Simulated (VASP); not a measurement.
A VASP calculation is set up with these files.

**KPOINTS**
```
Automatic mesh
0
G
  4 4 5
0 0 0
```

### POSCAR
```
WO3
1
    5.3347813462    -0.0000000000    -0.0000000000
   -0.0000000000     5.3347813462     0.0000000000
   -0.0000000000     0.0000000000     3.9196065311
W O
2 6
Direct
  0.5000000000   1.0000000000   0.9395648353
  1.0000000000   0.5000000000   0.0604351647
  0.5000000000   1.0000000000   0.4879437889
  0.0000000000   0.5000000000   0.5120562111
  0.2500000000   0.2500000000   1.0000000000
  0.2500000000   0.7500000000   1.0000000000
  0.7500000000   0.7500000000   1.0000000000
  0.7500000000   0.2500000000   1.0000000000
```

INCAR:
```
SYSTEM = WO3
PREC = Accurate
ENCUT = 520
EDIFF = 1E-6
NELM = 100
ALGO = Normal
LREAL = .FALSE.
LASPH = .TRUE.
ISMEAR = 0
SIGMA = 0.05
GGA = PS
LMAXMIX = 6
LWAVE = .FALSE.
LCHARG = .FALSE.
IBRION = 2
ISIF = 3
NSW = 60
EDIFFG = -0.02
```

POTCAR, in this order: W_sv O (PBE.64 set). Program: vasp_std.

### Question
Translate this PBEsol calculation to Ansatz.

### Answer
One equivalent input (not run):
Ansatz 0.2 input:
```yaml
crystal:
  lattice:
    - [5.3347813, 0.0000000, 0.0000000]
    - [0.0000000, 5.3347813, 0.0000000]
    - [0.0000000, 0.0000000, 3.9196065]
  atoms:
    - { symbol: W, position: [0.5000000, 1.0000000, 0.9395648] }
    - { symbol: W, position: [1.0000000, 0.5000000, 0.0604352] }
    - { symbol: O, position: [0.5000000, 1.0000000, 0.4879438] }
    - { symbol: O, position: [0.0000000, 0.5000000, 0.5120562] }
    - { symbol: O, position: [0.2500000, 0.2500000, 1.0000000] }
    - { symbol: O, position: [0.2500000, 0.7500000, 1.0000000] }
    - { symbol: O, position: [0.7500000, 0.7500000, 1.0000000] }
    - { symbol: O, position: [0.7500000, 0.2500000, 1.0000000] }
kpoints:
  mp_grid: { grid: [4, 4, 5] }
hamiltonian:
  xc: pbesol
  pseudopotentials: { kind: paw }
scf:
  occupations: { method: gaussian, width: 0.05 }
  max_iter: 100
relax:
  max_steps: 60
  f_tol: 0.02
  cell: {}
output: { forces: true, stress: true, eigenvalues: true }
```
What does not carry over: each code has its own PAW files, so the cut-off isn't converted (ENCUT is set for VASP's; basis.ecutwfc is left out, and Ansatz then takes the one that its files recommend); Ansatz stops its SCF on the density residual and VASP on the energy change (EDIFF).

The structure comes from a computed database's WO3 entry (P4/nmm); how it stands against other phases isn't given here. This run relaxes it. Symmetry was kept, so distortions that lower it aren't found. The start is the result of an earlier pass.
